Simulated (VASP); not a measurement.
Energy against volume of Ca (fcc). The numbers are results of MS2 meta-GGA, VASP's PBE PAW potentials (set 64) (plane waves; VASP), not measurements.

| V (Å³/atom) | E (eV/atom) |
|---|---|
| 39.998 | -7.31339 |
| 41.275 | -7.32037 |
| 42.552 | -7.32245 |
| 43.828 | -7.32023 |
| 45.105 | -7.31393 |

Problem. Fit a third-order Birch-Murnaghan equation of state.

Solution. 
```json
{
  "volume_per_atom": "42.51 Å³/atom",
  "bulk_modulus": "18.4 GPa",
  "pressure_derivative_of_the_bulk_modulus": "2.17",
  "lattice_constant_a": "5.540 Å"
}
```

Measured: a 5.553 Å at 0 K (computed value off by -0.2 %), as given by Gábor I. Csonka et al., Physical Review B (2009), arXiv:0903.4037 [low-temperature or extrapolated to 0 K; zero-point anharmonic expansion removed].

The compound is Ca in the fcc structure. It was relaxed first.
